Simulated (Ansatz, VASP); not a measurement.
**Two plane-wave programs on Zn2SbO3**

The input INCAR:

```
SYSTEM = Zn2SbO3
PREC     = Accurate       ! precision mode
ENCUT    = 520            ! plane-wave cutoff, eV
EDIFF    = 1E-7           ! SCF threshold, eV
ISMEAR   = 0              ! smearing method
SIGMA    = 0.1            ! smearing width, eV
LREAL    = .FALSE.        ! projectors in reciprocal space
LASPH    = .TRUE.         ! aspherical terms in the spheres
NELM     = 80             ! most SCF steps
ALGO     = Normal         ! electronic algorithm
ISIF     = 2              ! what is computed and relaxed
LWAVE    = .FALSE.        ! write WAVECAR
LCHARG   = .FALSE.        ! write CHGCAR
GGA      = PE             ! functional
NBANDS   = 32             ! bands
```

The input KPOINTS:

```
regular mesh
0
G
  6 6 6
  0 0 0
```

The input POSCAR:

```
Zn2SbO3
1.0
    5.4858760400      0.0000000000      0.0000000000
   -2.7429380200      4.7509080100      0.0000000000
    0.0000000000      0.0000000000      3.1751862700
Zn Sb O
2 1 3
Direct
    0.6666666700      0.3333333300      0.0000000000
    0.3333333300      0.6666666700      0.0000000000
    0.0000000000      0.0000000000      0.0000000000
    0.5000000000      0.0000000000      0.5000000000
    0.0000000000      0.5000000000      0.5000000000
    0.5000000000      0.5000000000      0.5000000000
```

Input for Ansatz:

```yaml
crystal:
  lattice:
    - [5.48587604, 0.0, 0.0]
    - [-2.74293802, 4.75090801, 0.0]
    - [0.0, 0.0, 3.17518627]
  atoms:
    - { symbol: Zn, position: [0.66666667, 0.33333333, 0.0] }
    - { symbol: Zn, position: [0.33333333, 0.66666667, 0.0] }
    - { symbol: Sb, position: [0.0, 0.0, 0.0] }
    - { symbol: O, position: [0.5, 0.0, 0.5] }
    - { symbol: O, position: [0.0, 0.5, 0.5] }
    - { symbol: O, position: [0.5, 0.5, 0.5] }
basis:
  ecutwfc: 420
kpoints:
  mp_grid: { grid: [6, 6, 6] }
hamiltonian:
  xc: pbe
scf:
  occupations: { method: gaussian, width: 0.1 }
  lower_state_search: "off"
output:
  forces: true
  stress: true
  eigenvalues: true
```

Change from the starting cell: species swapped into the NdB2Rh3 type (P6/mmm, No. 191).

Alike in both runs: task single point; functional PBE; k mesh 6 × 6 × 6; occupations gaussian, width 0.1 eV; no spin polarisation.

|  | VASP | Ansatz |
| --- | --- | --- |
| version | VASP 6.6.1 | Ansatz 0.2.0 |
| potentials or method | VASP PAW PBE potentials, release 64 (Zn, Sb, O) | scalar-relativistic, plane waves, PAW |
| plane-wave cutoff (eV) | 520 | 420 |
| valence electrons in the cell | 47 | 57 |

```csv
,VASP,Ansatz,Ansatz less VASP
gap on the k mesh at the Fermi level (eV),none,none,-
pressure (GPa),-11.5,-11.7,-0.17
largest component of the traceless stress (GPa),22.14,22.35,+0.211
```

A gap of «none» marks a metal or a gap that the smearing closes. With one functional, cell and mesh, what is left measures potentials, basis and numerics. The two sets of potentials don't hold the same shells in valence.

Caveats: an odd number of electrons without spin polarisation forces a metal; a magnetic or distorted state may lie lower. Spin-orbit coupling is left out, which matters for the levels of Sb.
